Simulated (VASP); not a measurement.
# Ga3BiO4 (P4/mmm) in VASP: density of states with PBE

Aim: the density of states of Ga3BiO4 with PBE.

All numbers are computed with VASP 6.6.1; they aren't measurements. Logs are shortened: lines on timing, memory, paths and dates and some standing lists are left out, and cuts for length are marked.

## 1. The crystal as given

The structure is tetragonal, space group P4/mmm (No. 123). Conventional cell: a = 3.596 Å, b = 3.596 Å, c = 9.182 Å, α = 90.00°, β = 90.00°, γ = 90.00°. Ga (site symmetry 4mm) is surrounded by 4 O at 1.93 Å. Around Ga (site symmetry 4/mmm) lie 8 O at 2.20 Å. Bi (site symmetry 4/mmm) has 4 Bi at 3.60 Å and 8 Ga at 3.65 Å and 8 O at 3.79 Å as nearest neighbours. O (site symmetry 2mm) has 4 Ga at 1.93 to 2.20 Å as nearest neighbours.

The cell was built by a generator and needn't be a form met in nature.

## 2. Density of states, PBE

File POSCAR:

```
Ga3BiO4
1.0
    3.5960400000      0.0000000000      0.0000000000
    0.0000000000      3.5960400000      0.0000000000
    0.0000000000      0.0000000000      9.1818800000
Ga Bi O
3 1 4
Direct
    0.5000000000      0.5000000000      0.7857300000
    0.5000000000      0.5000000000      0.2142700000
    0.0000000000      0.0000000000      0.0000000000
    0.0000000000      0.0000000000      0.5000000000
    0.5000000000      0.0000000000      0.8628740000
    0.0000000000      0.5000000000      0.1371260000
    0.5000000000      0.0000000000      0.1371260000
    0.0000000000      0.5000000000      0.8628740000
```

File INCAR.step1:

```
SYSTEM = Ga3BiO4
PREC = Accurate
ENCUT = 520
EDIFF = 1E-6
ISMEAR = 0
SIGMA = 0.1
LREAL = .FALSE.
LASPH = .TRUE.
NELM = 100
ALGO = Normal
ISIF = 2
LWAVE = .FALSE.
LCHARG = .TRUE.
GGA = PE
KPAR = 4
```

File KPOINTS.step1:

```
Automatic mesh
0
G
  8 8 4
  0 0 0
```

File INCAR.step2:

```
SYSTEM = Ga3BiO4
PREC = Accurate
ENCUT = 520
EDIFF = 1E-6
ISMEAR = -5
SIGMA = 0.1
LREAL = .FALSE.
LASPH = .TRUE.
NELM = 100
ALGO = Normal
ISIF = 2
LWAVE = .FALSE.
LCHARG = .FALSE.
GGA = PE
LORBIT = 11
KPAR = 4
NEDOS = 1001
ICHARG = 11
```

File KPOINTS.step2:

```
Automatic mesh
0
G
  12 12 6
  0 0 0
```

Potentials or basis: VASP PAW PBE potentials, release 64 (Ga_d, Bi_d, O).

Run with:

```console
> cat potpaw_PBE.64/Ga_d/POTCAR potpaw_PBE.64/Bi_d/POTCAR potpaw_PBE.64/O/POTCAR > POTCAR
> cp INCAR.step1 INCAR
> cp KPOINTS.step1 KPOINTS
> mpirun -np 4 vasp_std > vasp.out
> cp INCAR.step2 INCAR
> cp KPOINTS.step2 KPOINTS
> mpirun -np 4 vasp_std > vasp.out
```

OUTCAR:

```text
SYSTEM = Ga3BiO4
   PREC = Accurate
   ENCUT = 520
   EDIFF = 1E-6
   ISMEAR = -5
   LREAL = .FALSE.
   LASPH = .TRUE.
   NELM = 100
   ISIF = 2
   GGA = PE
   LORBIT = 11
   ICHARG = 11

 ion  position               nearest neighbor table
   1  0.500  0.500  0.786-   5 1.93   8 1.93   5 1.93   8 1.93
   2  0.500  0.500  0.214-   6 1.93   7 1.93   7 1.93   6 1.93
   3  0.000  0.000  0.000-   5 2.20   6 2.20   7 2.20   8 2.20   6 2.20   8 2.20   5 2.20   7 2.20

   4  0.000  0.000  0.500-
   5  0.500  0.000  0.863-   1 1.93   1 1.93   3 2.20   3 2.20
   6  0.000  0.500  0.137-   2 1.93   2 1.93   3 2.20   3 2.20
   7  0.500  0.000  0.137-   2 1.93   2 1.93   3 2.20   3 2.20
   8  0.000  0.500  0.863-   1 1.93   1 1.93   3 2.20   3 2.20

  LATTYP: Found a simple tetragonal cell.
 ALAT       =     3.5960400000
 C/A-ratio  =     2.5533308862

  Lattice vectors:

 A1 = (   3.5960400000,   0.0000000000,   0.0000000000)
 A2 = (   0.0000000000,   3.5960400000,   0.0000000000)
 A3 = (   0.0000000000,   0.0000000000,   9.1818800000)

Analysis of symmetry for initial positions (statically):
=====================================================================
 Subroutine PRICEL returns:
 Original cell was already a primitive cell.

 Routine SETGRP: Setting up the symmetry group for a
 simple tetragonal supercell.

 Subroutine GETGRP returns: Found 16 space group operations
 (whereof 16 operations were pure point group operations)
 out of a pool of 16 trial point group operations.

The static configuration has the point symmetry D_4h.

Analysis of symmetry for dynamics (positions and initial velocities):
=====================================================================
 Subroutine PRICEL returns:
 Original cell was already a primitive cell.

 Routine SETGRP: Setting up the symmetry group for a
 simple tetragonal supercell.

 Subroutine GETGRP returns: Found 16 space group operations
 (whereof 16 operations were pure point group operations)
 out of a pool of 16 trial point group operations.

The dynamic configuration has the point symmetry D_4h.

 Subroutine INISYM returns: Found 16 space group operations
 (whereof 16 operations are pure point group operations),
 and found     1 'primitive' translations

----------------------------------------------------------------------------------------

                                     Primitive cell

  volume of cell :     118.7355

  direct lattice vectors                    reciprocal lattice vectors
     3.596040000  0.000000000  0.000000000     0.278083670  0.000000000  0.000000000
     0.000000000  3.596040000  0.000000000     0.000000000  0.278083670  0.000000000
     0.000000000  0.000000000  9.181880000     0.000000000  0.000000000  0.108910158

  length of vectors
     3.596040000  3.596040000  9.181880000     0.278083670  0.278083670  0.108910158

  position of ions in fractional coordinates (direct lattice)
     0.500000000  0.500000000  0.785730000
     0.500000000  0.500000000  0.214270000
     0.000000000  0.000000000  0.000000000
     0.000000000  0.000000000  0.500000000
     0.500000000  0.000000000  0.862874000
     0.000000000  0.500000000  0.137126000
     0.500000000  0.000000000  0.137126000
     0.000000000  0.500000000  0.862874000

  ion indices of the primitive-cell ions
   primitive index   ion index
                 1           1
                 2           2
                 3           3
                 4           4
                 5           5
                 6           6
                 7           7
                 8           8

----------------------------------------------------------------------------------------

 KPOINTS: Automatic mesh

Automatic generation of k-mesh.
 Grid dimensions read from file:
 generate k-points for:   12   12    6

 Generating k-lattice:

  Cartesian coordinates                     Fractional coordinates (reciprocal lattice)
     0.023173639  0.000000000  0.000000000     0.083333333  0.000000000  0.000000000
     0.000000000  0.023173639  0.000000000     0.000000000  0.083333333  0.000000000
     0.000000000  0.000000000  0.018151693     0.000000000  0.000000000  0.166666667

  Length of vectors
     0.023173639  0.023173639  0.018151693

  Shift w.r.t. Gamma in fractional coordinates (k-lattice)
     0.000000000  0.000000000  0.000000000

 TETIRR: Found   1296 inequivalent tetrahedra from     5184

 Subroutine IBZKPT returns following result:
 ===========================================

 Found    112 irreducible k-points:

 Following reciprocal coordinates:
            Coordinates               Weight
  0.000000  0.000000  0.000000      1.000000
  0.083333  0.000000  0.000000      4.000000
  0.166667  0.000000  0.000000      4.000000
  0.250000  0.000000  0.000000      4.000000
  0.333333  0.000000  0.000000      4.000000
  0.416667  0.000000  0.000000      4.000000
[... 16 lines left out ...]
  0.333333  0.333333  0.000000      4.000000
  0.416667  0.333333  0.000000      8.000000
 [... further k-points ...]
   k-points           NKPTS =    112   k-points in BZ     NKDIM =    112   number of bands    NBANDS=     46
   number of dos      NEDOS =   1001   number of ions     NIONS =      8
   total plane-waves  NPLWV =  54880
   dimension x,y,z NGX =    28 NGY =   28 NGZ =   70
   dimension x,y,z NGXF=    56 NGYF=   56 NGZF=  140
   ions per type =               3   1   4
   NGX,Y,Z   is equivalent  to a cutoff of  12.94, 12.94, 12.67 a.u.
   NGXF,Y,Z  is equivalent  to a cutoff of  25.89, 25.89, 25.35 a.u.
 SYSTEM =  Ga3BiO4
   PREC   = accura    normal or accurate (medium, high low for compatibility)
   ISTART =      0    job   : 0-new  1-cont  2-samecut
   ICHARG =     11    charge: 1-file 2-atom 10-const
   ISPIN  =      1    spin polarized calculation?
   LNONCOLLINEAR =      F non collinear calculations
   LSORBIT =      F    spin-orbit coupling
   LASPH  =      T    aspherical Exc in radial PAW
   ENCUT  =  520.0 eV  38.22 Ry    6.18 a.u.   6.69  6.69 17.07*2*pi/ulx,y,z
   NELM   =    100;   NELMIN=  2; NELMDL=  0     # of ELM steps
   EDIFF  = 0.1E-05   stopping-criterion for ELM
   LREAL  =      F    real-space projection
   EDIFFG = 0.1E-04   stopping-criterion for IOM
   NSW    =      0    number of steps for IOM
   IBRION =     -1    ionic relax: 0-MD 1-quasi-New 2-CG
   NFREE  =      0    steps in history (QN), initial steepest desc. (CG)
   ISIF   =      2    stress and relaxation
   ISYM   =      2    0-nonsym 1-usesym 2-fastsym
   POTIM  = 0.5000    time-step for ionic-motion
   TEBEG  =    0.0;   TEEND  =   0.0 temperature during run
   PSTRESS=    0.0 pullay stress
   NELECT =      78.0000    total number of electrons
   NUPDOWN=      -1.0000    fix difference up-down
   EMIN   =  10.00;   EMAX   =-10.00  energy-range for DOS
   EFERMI =   0.00;   METHOD = LEGACY
   ISMEAR =    -5;   SIGMA  =   0.10  broadening in eV -4-tet -1-fermi 0-gaus
   EFERMI_NEDOS =   21; number of points for ismear=-14 and -15
   IALGO  =     38    algorithm
   IMIX   =      4    mixing-type and parameters
     AMIX     =   0.40;   BMIX     =  1.00
     AMIX_MAG =   1.60;   BMIX_MAG =  1.00
  volume/ion in A,a.u.               =      14.84       100.16
  Fermi-wavevector in a.u.,A,eV,Ry     =   1.423135  2.689336 27.556066  2.025314
  Thomas-Fermi vector in A             =   2.543765
   LORBIT       =     11    0 simple, 1 ext, 2 COOP (PROOUT), +10 PAW based schemes
   GGA     = PE    functional components
   LHFCALC =     F    Hartree Fock is set to
   AEXX    =    0.0000 exact exchange contribution
   IVDW    =     0    specifies the selected vdW correction
   LEPSILON=     F    determine dielectric tensor
   LRPA    =     F    only Hartree local field effects (RPA)
 non-spin polarized calculation
 Fermi weights with tetrahedron method with Bloechl corrections
  energy-cutoff  :      520.00
  volume of cell :      118.74
 maximum number of plane-waves:      3235
 NGX is ok and might be reduce to    28

 number of electron      77.9999999 magnetization

 Free energy of the ion-electron system (eV)
  ---------------------------------------------------
  ext. energy  EPLUGINS =         0.00000000
  ---------------------------------------------------
  free energy    TOTEN  =       -40.61719144 eV

  energy without entropy =      -40.61719144  energy(sigma->0) =      -40.61719144

 E-fermi :   5.1939     XC(G=0): -10.6895

 val. band max:        5.2876930303   @ k =   0.5000   0.2500   0.5000
 cond. band min:       5.1415910629   @ k =   0.4167   0.3333   0.5000
 fundamental gap:     -0.1461019674
 Fermi energy:         5.1939462654

 k-point     1 :       0.0000    0.0000    0.0000
  band No.  band energies     occupation
      1     -17.5606      2.00000
      2     -17.5121      2.00000
      3     -17.4650      2.00000
      4     -17.4650      2.00000
      5     -17.4465      2.00000
      6     -14.8914      2.00000
[... 38 lines left out ...]
     45      11.6380      0.00000
     46      12.1119      0.00000

 k-point     2 :       0.0833    0.0000    0.0000
  band No.  band energies     occupation
      1     -17.5556      2.00000
      2     -17.5099      2.00000
      3     -17.4673      2.00000
      4     -17.4648      2.00000
      5     -17.4484      2.00000
      6     -14.8510      2.00000
[... 1070 lines left out ...]
 k-point    24 :       0.4167    0.3333    0.0000
  band No.  band energies     occupation
      1     -17.5000      2.00000
      2     -17.4935      2.00000
      3     -17.4869      2.00000
      4     -17.4642      2.00000
      5     -17.4225      2.00000
      6     -13.6915      2.00000
[... 38 lines left out ...]
     45      10.9839      0.00000
     46      11.7519      0.00000

 [... further k-points ...]

------------------------ aborting loop because EDIFF is reached ----------------------------------------

  FORCE on cell =-STRESS in cart. coord.  units (eV):
  Direction    XX          YY          ZZ          XY          YZ          ZX
  --------------------------------------------------------------------------------------
  -------------------------------------------------------------------------------------
  Total        0.3238710      0.3238710      0.1355829      0.0000000      0.0000000      0.0000000
  in kB        4.3702073      4.3702073      1.8295106      0.0000000      0.0000000      0.0000000
  external PRESSURE =       3.5233084 kB  Pullay stress =       0.0000000 kB

 VOLUME and BASIS-vectors are now :
 -----------------------------------------------------------------------------
  energy-cutoff  :      520.00
  volume of cell :      118.74
      direct lattice vectors                 reciprocal lattice vectors
     3.596040000  0.000000000  0.000000000     0.278083670  0.000000000  0.000000000
     0.000000000  3.596040000  0.000000000     0.000000000  0.278083670  0.000000000
     0.000000000  0.000000000  9.181880000     0.000000000  0.000000000  0.108910158

 POSITION                                       TOTAL-FORCE (eV/Angst)
 -----------------------------------------------------------------------------------
      1.79802      1.79802      7.21448        -0.000000     -0.000000      0.002518
      1.79802      1.79802      1.96740         0.000000     -0.000000     -0.002518
      0.00000      0.00000      0.00000         0.000000      0.000000      0.000000
      0.00000      0.00000      4.59094         0.000000      0.000000      0.000000
      1.79802      0.00000      7.92281         0.000000      0.000000     -0.001472
      0.00000      1.79802      1.25907         0.000000      0.000000      0.001472
      1.79802      0.00000      1.25907         0.000000      0.000000      0.001472
      0.00000      1.79802      7.92281         0.000000      0.000000     -0.001472
 -----------------------------------------------------------------------------------
    total drift:                                0.000000      0.000000      0.000000

  FREE ENERGIE OF THE ION-ELECTRON SYSTEM (eV)
  ---------------------------------------------------
  free  energy   TOTEN  =       -40.6171914429 eV

  energy  without entropy=      -40.6171914429  energy(sigma->0) =      -40.61719144

 total charge

# of ion       s       p       d       tot
------------------------------------------
    1        0.731   0.687  10.179  11.597
    2        0.731   0.687  10.179  11.597
    3        0.633   0.540  10.122  11.295
    4        1.554   1.213   9.898  12.665
    5        1.577   3.462   0.000   5.039
    6        1.577   3.462   0.000   5.039
    7        1.577   3.462   0.000   5.039
    8        1.577   3.462   0.000   5.039
--------------------------------------------------
tot          9.958  16.975  40.379  67.311
```

Run time: 83 s. Hardware: 4 MPI ranks of Intel Xeon 6975P-C (Granite Rapids), shared host; peak memory 0.58 GiB.

What came out:

```
Valence electrons inside the program's atomic spheres : Ga 11.60, 11.29; Bi 12.66; O 5.04
```

Levels at points of the mesh, in eV from the Fermi level:
```csv
k point,band 35,band 36,band 37,band 38,band 39,band 40,band 41,band 42,band 43,band 44
"(0.00, 0.00, 0.00)",-1.46,-1.46,-1.40,-1.10,-0.63,2.40,2.40,2.46,2.83,4.12
"(0.50, 0.00, 0.00)",-3.27,-3.05,-2.72,-2.54,0.01,1.10,2.53,3.71,3.94,5.98
"(0.50, 0.50, 0.00)",-1.90,-1.29,-1.10,-0.76,-0.66,-0.32,0.77,0.80,3.33,5.33
"(0.00, 0.00, 0.50)",-2.07,-1.46,-1.46,-1.40,1.19,1.76,2.43,2.43,2.50,5.37
"(0.50, 0.00, 0.50)",-3.73,-2.73,-2.55,-1.93,-0.27,0.49,2.85,3.72,3.95,6.24
"(0.50, 0.50, 0.50)",-1.50,-1.29,-1.10,-0.76,-0.66,0.00,0.33,0.58,3.73,4.72
```

States per cell in windows of 1 eV (zero at the Fermi level; states under -8 eV left out):
```csv
from (eV),total,O5_p,O6_p,O7_p,O8_p,Bi4_p,Ga3_s
-8.0,2.18,0.19,0.19,0.19,0.19,0.00,0.26
-7.0,2.28,0.23,0.23,0.23,0.23,0.01,0.19
-6.0,3.33,0.38,0.38,0.38,0.38,0.02,0.04
-5.0,4.12,0.52,0.52,0.52,0.52,0.05,0.03
-4.0,3.98,0.52,0.52,0.52,0.52,0.10,0.02
-3.0,3.96,0.54,0.54,0.54,0.54,0.21,0.01
-2.0,5.44,0.82,0.82,0.82,0.82,0.33,0.01
-1.0,2.25,0.18,0.18,0.18,0.18,0.50,0.01
0.0,1.63,0.05,0.05,0.05,0.05,0.37,0.01
1.0,1.87,0.06,0.06,0.06,0.06,0.39,0.03
2.0,2.37,0.08,0.08,0.08,0.08,0.56,0.09
3.0,2.12,0.16,0.16,0.16,0.16,0.17,0.81
4.0,0.32,0.01,0.01,0.01,0.01,0.01,0.00
5.0,1.88,0.04,0.04,0.04,0.04,0.03,0.01
6.0,3.04,0.08,0.08,0.08,0.08,0.05,0.01
7.0,0.69,0.02,0.02,0.02,0.02,0.01,0.00
```

Caveat: spin-orbit coupling is left out, which moves the levels of the heavy elements; tetrahedron occupations give inexact forces and stress in metals.
